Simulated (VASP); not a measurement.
Input:

```
CELL_PARAMETERS angstrom
     -2.00119     2.00119     5.32567
      2.00119    -2.00119     5.32567
      2.00119     2.00119    -5.32567
ATOMIC_POSITIONS crystal
  Zr 0.00000 0.00000 0.00000
  Zr 0.75000 0.25000 0.50000
  O  0.79850 0.79850 0.00000
  O  0.54850 0.04850 0.50000
  O  0.95150 0.45150 0.50000
  O  0.20150 0.20150 0.00000
```

Computed with PBEsol GGA, VASP's PBE PAW potentials (set 64) (plane waves; VASP). Settings: 520 eV cut-off, Gaussian smearing of 0.050 eV, potentials Zr_sv O.

### Question
Give the energies of bands 14 to 27 at the high-symmetry points, in eV from the valence-band maximum.

### Answer

```json
[
 {"band": "14", "Γ": "-2.86", "X": "-3.51", "P": "-3.56", "N": "-3.48", "M": "-3.12", "S": "-3.00", "R": "-3.76"},
 {"band": "15", "Γ": "-2.86", "X": "-3.47", "P": "-3.27", "N": "-3.05", "M": "-2.98", "S": "-2.96", "R": "-3.14"},
 {"band": "16", "Γ": "-2.37", "X": "-3.47", "P": "-3.27", "N": "-2.90", "M": "-2.98", "S": "-2.92", "R": "-3.14"},
 {"band": "17", "Γ": "-1.48", "X": "-2.97", "P": "-3.13", "N": "-2.64", "M": "-1.30", "S": "-2.32", "R": "-2.84"},
 {"band": "18", "Γ": "-1.48", "X": "-2.97", "P": "-3.13", "N": "-1.69", "M": "-1.30", "S": "-2.24", "R": "-2.84"},
 {"band": "19", "Γ": "-1.46", "X": "-2.11", "P": "-2.26", "N": "-1.58", "M": "-1.03", "S": "-1.57", "R": "-2.21"},
 {"band": "20", "Γ": "-0.73", "X": "-2.11", "P": "-2.26", "N": "-1.42", "M": "-1.03", "S": "-1.48", "R": "-2.21"},
 {"band": "21", "Γ": "-0.30", "X": "-1.36", "P": "-1.04", "N": "-1.36", "M": "-0.62", "S": "-0.90", "R": "-1.23"},
 {"band": "22", "Γ": "-0.30", "X": "-1.36", "P": "-1.04", "N": "-0.64", "M": "-0.62", "S": "-0.68", "R": "-1.23"},
 {"band": "23", "Γ": "-0.28", "X": "-0.07", "P": "-0.24", "N": "-0.53", "M": "0.00", "S": "-0.59", "R": "-0.09"},
 {"band": "24", "Γ": "-0.28", "X": "-0.07", "P": "-0.24", "N": "-0.26", "M": "0.00", "S": "-0.24", "R": "-0.09"},
 {"band": "25", "Γ": "3.88", "X": "5.32", "P": "5.37", "N": "5.34", "M": "4.40", "S": "5.28", "R": "5.29"},
 {"band": "26", "Γ": "5.00", "X": "5.32", "P": "5.37", "N": "5.38", "M": "4.40", "S": "5.37", "R": "5.29"},
 {"band": "27", "Γ": "5.61", "X": "5.55", "P": "5.48", "N": "5.88", "M": "6.37", "S": "5.87", "R": "5.56"}
]
```

The gap is indirect, 3.88 eV, from the valence maximum at M to the conduction minimum at Γ.

The structure comes from a computed database's ZrO2 entry (I4_1/amd); how it stands against other phases isn't given here. It was relaxed first.
